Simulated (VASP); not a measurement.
Calculation: LDA (Ceperley-Alder, Perdew-Zunger), VASP's LDA PAW potentials (set 64) (plane waves; VASP 6.6.1).

Input for VASP

**POSCAR**
```
Ta2N
1
    3.1128600000     0.0000000000     0.0000000000
   -1.5564300000     2.6958160000     0.0000000000
    0.0000000000     0.0000000000     4.8698400000
Ta N
2 1
Direct
  0.6639710000   0.3295920000   0.7635440000
  0.3291340000   0.6658850000   0.2277350000
  0.0068940000   0.0045220000   0.0087210000
```

KPOINTS:
```
Automatic mesh
0
Gamma
10 10 6
0 0 0
```

**INCAR**
```
SIGMA = 0.1   # width (eV)
LWAVE = F
ISIF = 2   # forces and stress, cell fixed
LREAL = F
LCHARG = F
ALGO = Normal
SYSTEM = Ta2N
ENCUT = 400
LMAXMIX = 6   # l cut-off of mixed one-centre charges
LASPH = T   # aspherical one-centre terms
ISMEAR = 1
EDIFF = 1E-6
NELM = 100
PREC = Accurate
```

POTCAR, in this order: Ta_pv N (LDA.64 set). Program: vasp_std.

At this cut-off the stress carries a Pulay error, which pulls relaxed volumes low. Unless said otherwise, spin-orbit coupling is left out, though it shifts the bands of the heavy elements here.

Question: Predict the energy per atom (σ→0), pressure, largest force, band gap (on the k-mesh).

Answer: 
```yaml
energy per atom (σ→0): -12.448 eV/atom
band gap (on the k-mesh): none (metal, semimetal or under 0.01 eV)
pressure: -5.45 GPa
largest_force: 2.809 eV/Å
```

File OSZICAR:
```
...
DAV:   8    -0.373508771780E+02    0.53034E-01   -0.24713E-01 14308   0.482E+00    0.596E-01
DAV:   9    -0.373455540568E+02    0.53231E-02   -0.48651E-02 14419   0.219E+00    0.279E-01
DAV:  10    -0.373444806586E+02    0.10734E-02   -0.95157E-03 14499   0.937E-01    0.146E-01
DAV:  11    -0.373442877801E+02    0.19288E-03   -0.25496E-03 12996   0.451E-01    0.511E-02
DAV:  12    -0.373442353222E+02    0.52458E-04   -0.37085E-04 11334   0.131E-01    0.149E-02
DAV:  13    -0.373442368382E+02   -0.15160E-05   -0.11385E-05 12764   0.274E-02    0.575E-03
DAV:  14    -0.373442365469E+02    0.29127E-06   -0.10833E-06  7547   0.959E-03
   1 F= -.37344237E+02 E0= -.37343443E+02  d E =-.238016E-02
```

The structure comes from a computed database's Ta2N entry; how it stands against other phases isn't given here. The cell was not relaxed at this level, atoms are displaced from their ideal sites. The electron count is odd and the run is not spin-polarised, which forces a metal.
